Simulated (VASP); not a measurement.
# BePt (Fm-3m) in VASP: density of states with PBE

Aim: the density of states of BePt with PBE.

Program: VASP 6.6.1. These are calculated values, not measurements. Logs are shortened: lines on timing, memory, paths and dates and some standing lists are left out, and cuts for length are marked.

## Step 1: The crystal as given

Symmetry: Fm-3m, No. 225, cubic system. The conventional cell has a = 4.665 Å, b = 4.665 Å, c = 4.665 Å, α = 90.00°, β = 90.00°, γ = 90.00°. Be (site symmetry m-3m) is surrounded by 6 Pt at 2.33 Å. Around Pt (site symmetry m-3m) lie 6 Be at 2.33 Å.

The cell was built by a generator and needn't be a form met in nature.

## Step 2: Density of states, PBE

POSCAR

```
BePt
1.0
    0.0000000000      2.3324006947      2.3324006947
    2.3324006947      0.0000000000      2.3324006947
    2.3324006947      2.3324006947      0.0000000000
Be Pt
1 1
Direct
    0.0000000000      0.0000000000      0.0000000000
    0.5000000000      0.5000000000      0.5000000000
```

INCAR.step1

```
ALGO = Fast ; EDIFF = 1E-7
ENCUT = 520 ; GGA = PE
ISIF = 2 ; ISMEAR = 0
LASPH = T ; LCHARG = T
LMAXMIX = 4 ; LREAL = F
LWAVE = F ; NBANDS = 13
NELM = 100 ; PREC = Accurate
SIGMA = 0.1
```

KPOINTS.step1

```
k-points
0
Gamma
  20 20 20
```

INCAR.step2

```
ALGO = Fast ; EDIFF = 1E-7
ENCUT = 520 ; GGA = PE
ICHARG = 11 ; ISIF = 2
ISMEAR = -5 ; LASPH = T
LCHARG = F ; LMAXMIX = 4
LORBIT = 11 ; LREAL = F
LWAVE = F ; NEDOS = 1001
NELM = 100 ; PREC = Accurate
SIGMA = 0.1
```

KPOINTS.step2

```
k-points
0
Gamma
  30 30 30
```

Potentials or basis: VASP PAW PBE potentials, release 64 (Be, Pt).

Launch:

```bash
$ cat potpaw_PBE.64/Be/POTCAR potpaw_PBE.64/Pt/POTCAR > POTCAR
$ cp INCAR.step1 INCAR
$ cp KPOINTS.step1 KPOINTS
$ mpirun -np 1 vasp_std > vasp.out
$ cp INCAR.step2 INCAR
$ cp KPOINTS.step2 KPOINTS
$ mpirun -np 1 vasp_std > vasp.out
```

OUTCAR:

```text
EDIFF = 1E-7
   ENCUT = 520
   GGA = PE
   ICHARG = 11
   ISIF = 2
   ISMEAR = -5
   LASPH = T
   LORBIT = 11
   LREAL = F
   NELM = 100
   PREC = Accurate

 ion  position               nearest neighbor table
   1  0.000  0.000  0.000-   2 2.33   2 2.33   2 2.33   2 2.33   2 2.33   2 2.33
   2  0.500  0.500  0.500-   1 2.33   1 2.33   1 2.33   1 2.33   1 2.33   1 2.33

  LATTYP: Found a face centered cubic cell.
 ALAT       =     4.6648013894

  Lattice vectors:

 A1 = (   0.0000000000,   2.3324006947,   2.3324006947)
 A2 = (   2.3324006947,   0.0000000000,   2.3324006947)
 A3 = (   2.3324006947,   2.3324006947,   0.0000000000)

Analysis of symmetry for initial positions (statically):
=====================================================================
 Subroutine PRICEL returns:
 Original cell was already a primitive cell.

 Routine SETGRP: Setting up the symmetry group for a
 face centered cubic supercell.

 Subroutine GETGRP returns: Found 48 space group operations
 (whereof 48 operations were pure point group operations)
 out of a pool of 48 trial point group operations.

The static configuration has the point symmetry O_h .

Analysis of symmetry for dynamics (positions and initial velocities):
=====================================================================
 Subroutine PRICEL returns:
 Original cell was already a primitive cell.

 Routine SETGRP: Setting up the symmetry group for a
 face centered cubic supercell.

 Subroutine GETGRP returns: Found 48 space group operations
 (whereof 48 operations were pure point group operations)
 out of a pool of 48 trial point group operations.

The dynamic configuration has the point symmetry O_h .

 Subroutine INISYM returns: Found 48 space group operations
 (whereof 48 operations are pure point group operations),
 and found     1 'primitive' translations

----------------------------------------------------------------------------------------

                                     Primitive cell

  volume of cell :      25.3770

  direct lattice vectors                    reciprocal lattice vectors
     0.000000000  2.332400695  2.332400695    -0.214371399  0.214371399  0.214371399
     2.332400695  0.000000000  2.332400695     0.214371399 -0.214371399  0.214371399
     2.332400695  2.332400695  0.000000000     0.214371399  0.214371399 -0.214371399

  length of vectors
     3.298512695  3.298512695  3.298512695     0.371302155  0.371302155  0.371302155

  position of ions in fractional coordinates (direct lattice)
     0.000000000  0.000000000  0.000000000
     0.500000000  0.500000000  0.500000000

[... 91 lines left out ...]
   EMIN   =  10.00;   EMAX   =-10.00  energy-range for DOS
   EFERMI =   0.00;   METHOD = LEGACY
   ISMEAR =    -5;   SIGMA  =   0.10  broadening in eV -4-tet -1-fermi 0-gaus
   EFERMI_NEDOS =   21; number of points for ismear=-14 and -15
   IALGO  =     68    algorithm
   IMIX   =      4    mixing-type and parameters
     AMIX     =   0.40;   BMIX     =  1.00
     AMIX_MAG =   1.60;   BMIX_MAG =  1.00
  volume/ion in A,a.u.               =      12.69        85.63
  Fermi-wavevector in a.u.,A,eV,Ry     =   1.275426  2.410207 22.132769  1.626713
  Thomas-Fermi vector in A             =   2.408139
   LORBIT       =     11    0 simple, 1 ext, 2 COOP (PROOUT), +10 PAW based schemes
   GGA     = PE    functional components
   LHFCALC =     F    Hartree Fock is set to
   AEXX    =    0.0000 exact exchange contribution
   IVDW    =     0    specifies the selected vdW correction
   LEPSILON=     F    determine dielectric tensor
   LRPA    =     F    only Hartree local field effects (RPA)
 non-spin polarized calculation
 RMM-DIIS sequential band-by-band and
 Fermi weights with tetrahedron method with Bloechl corrections
  energy-cutoff  :      520.00
  volume of cell :       25.38
 maximum number of plane-waves:       701
 NGX is ok and might be reduce to    28

 number of electron      12.0000001 magnetization

 Free energy of the ion-electron system (eV)
  ---------------------------------------------------
  ext. energy  EPLUGINS =         0.00000000
  ---------------------------------------------------
  free energy    TOTEN  =       -10.35887012 eV

  energy without entropy =      -10.35887012  energy(sigma->0) =      -10.35887012

 E-fermi :   8.3805     XC(G=0): -11.9124

 val. band max:        8.3899933301   @ k =  -0.3667   0.4333   0.1333
 cond. band min:       8.3427427614   @ k =  -0.4000   0.2667   0.0667
 fundamental gap:     -0.0472505688
 Fermi energy:         8.3804860723

 k-point     1 :       0.0000    0.0000    0.0000
  band No.  band energies     occupation
      1      -1.3366      2.00000
      2       4.9501      2.00000
      3       4.9501      2.00000
      4       4.9501      2.00000
      5       5.5227      2.00000
      6       5.5227      2.00000
      7      14.1780      0.00000
      8      14.1780      0.00000
      9      14.1780      0.00000
     10      20.2826      0.00000
[... 287 lines left out ...]
 k-point    24 :       0.2667    0.0333    0.0000
  band No.  band energies     occupation
      1       0.0457      2.00000
      2       4.4063      2.00000
      3       4.4791      2.00000
      4       4.5738      2.00000
      5       5.7506      2.00000
      6       5.9073      2.00000
      7      12.0989      0.00000
      8      15.8266      0.00000
      9      16.6158      0.00000
     10      19.6258      0.00000

 [... further k-points ...]
[... 5 lines left out ...]
  --------------------------------------------------------------------------------------
  -------------------------------------------------------------------------------------
  Total       -0.0189779     -0.0189779     -0.0189779      0.0000000     -0.0000000     -0.0000000
  in kB       -1.1981707     -1.1981707     -1.1981707      0.0000000     -0.0000000     -0.0000000
  external PRESSURE =      -1.1981707 kB  Pullay stress =       0.0000000 kB

 VOLUME and BASIS-vectors are now :
 -----------------------------------------------------------------------------
  energy-cutoff  :      520.00
  volume of cell :       25.38
      direct lattice vectors                 reciprocal lattice vectors
     0.000000000  2.332400695  2.332400695    -0.214371399  0.214371399  0.214371399
     2.332400695  0.000000000  2.332400695     0.214371399 -0.214371399  0.214371399
     2.332400695  2.332400695  0.000000000     0.214371399  0.214371399 -0.214371399

 POSITION                                       TOTAL-FORCE (eV/Angst)
 -----------------------------------------------------------------------------------
      0.00000      0.00000      0.00000         0.000000      0.000000      0.000000
      2.33240      2.33240      2.33240        -0.000000     -0.000000      0.000000
 -----------------------------------------------------------------------------------
    total drift:                                0.000000      0.000000      0.000000

  FREE ENERGIE OF THE ION-ELECTRON SYSTEM (eV)
  ---------------------------------------------------
  free  energy   TOTEN  =       -10.3588701188 eV

  energy  without entropy=      -10.3588701188  energy(sigma->0) =      -10.35887012

 total charge

# of ion       s       p       d       tot
------------------------------------------
    1        0.451   0.616   0.000   1.066
    2        0.685   0.452   8.246   9.383
--------------------------------------------------
tot          1.136   1.068   8.246  10.449
```

OUTCAR.step1:

```text
EDIFF = 1E-7
   ENCUT = 520
   GGA = PE
   ISIF = 2
   ISMEAR = 0
[... 608 lines left out ...]
 -----------------------------------------------------------------------------------
      0.00000      0.00000      0.00000         0.000000      0.000000      0.000000
      2.33240      2.33240      2.33240        -0.000000     -0.000000     -0.000000
 -----------------------------------------------------------------------------------
    total drift:                                0.000000      0.000000      0.000000

  FREE ENERGIE OF THE ION-ELECTRON SYSTEM (eV)
  ---------------------------------------------------
  free  energy   TOTEN  =       -10.3608477180 eV

  energy  without entropy=      -10.3574915881  energy(sigma->0) =      -10.35916965
```

It took 2.4 min on 1 thread of AMD EPYC 9R45 (Zen 5), shared host; peak memory 0.32 GiB.

Results:

```yaml
Valence_electrons_inside_the_program's_atomic_spheres: Be 1.07; Pt 9.38
```

Levels at points of the mesh, in eV from the Fermi level:
```
           k point  band 3  band 4  band 5  band 6  band 7  band 8  band 9  band 10
(0.00, 0.00, 0.00)   -3.43   -3.43   -2.86   -2.86    5.80    5.80    5.80    11.90
(0.50, 0.00, 0.00)   -4.47   -3.40   -1.74   -1.74    0.03    9.98   10.49    10.49
(0.50, 0.50, 0.00)   -2.63   -2.08   -1.31   -1.31    1.73    2.27    2.27    10.65
```

States per cell in windows of 0.5 eV (zero at the Fermi level; states under -8 eV left out):
```
from (eV)  total  Pt2_d  Be1_p  Pt2_p  Pt2_s  Be1_s  Be1_d
     -8.0   0.14   0.01   0.01   0.01   0.05   0.02   0.00
     -7.5   0.20   0.02   0.01   0.01   0.07   0.03   0.00
     -7.0   0.34   0.08   0.03   0.02   0.09   0.04   0.00
     -6.5   0.53   0.22   0.03   0.02   0.09   0.07   0.00
     -6.0   0.48   0.25   0.03   0.02   0.05   0.06   0.00
     -5.5   0.37   0.22   0.02   0.02   0.01   0.04   0.00
     -5.0   1.22   0.85   0.08   0.04   0.02   0.05   0.00
     -4.5   1.98   1.41   0.14   0.09   0.02   0.02   0.00
     -4.0   1.64   1.15   0.13   0.10   0.01   0.04   0.00
     -3.5   0.72   0.57   0.05   0.02   0.00   0.00   0.00
     -3.0   0.63   0.56   0.02   0.01   0.00   0.00   0.00
     -2.5   0.78   0.71   0.01   0.01   0.00   0.00   0.00
     -2.0   1.27   1.19   0.01   0.01   0.01   0.00   0.00
     -1.5   0.68   0.59   0.01   0.02   0.02   0.01   0.00
     -1.0   0.43   0.27   0.03   0.03   0.05   0.01   0.00
     -0.5   0.33   0.16   0.03   0.02   0.07   0.00   0.00
      0.0   0.31   0.13   0.04   0.03   0.06   0.01   0.00
      0.5   0.32   0.11   0.05   0.05   0.05   0.01   0.00
      1.0   0.29   0.08   0.05   0.05   0.05   0.01   0.00
      1.5   0.25   0.06   0.04   0.05   0.04   0.01   0.00
      2.0   0.28   0.06   0.06   0.06   0.03   0.01   0.00
      2.5   0.34   0.07   0.08   0.08   0.04   0.02   0.00
      3.0   0.36   0.07   0.08   0.08   0.04   0.02   0.00
      3.5   0.34   0.07   0.08   0.08   0.03   0.02   0.00
      4.0   0.36   0.07   0.09   0.09   0.02   0.02   0.00
      4.5   0.41   0.08   0.11   0.10   0.02   0.03   0.00
      5.0   0.42   0.08   0.12   0.10   0.01   0.02   0.00
      5.5   0.41   0.07   0.14   0.09   0.01   0.02   0.00
      6.0   0.28   0.06   0.08   0.06   0.01   0.01   0.00
      6.5   0.27   0.06   0.08   0.06   0.01   0.01   0.00
      7.0   0.25   0.05   0.07   0.05   0.01   0.01   0.00
      7.5   0.23   0.05   0.07   0.05   0.01   0.01   0.00
```

Caveat: tetrahedron occupations give inexact forces and stress in metals. The run has no spin-orbit coupling, so splittings on Pt are missing.
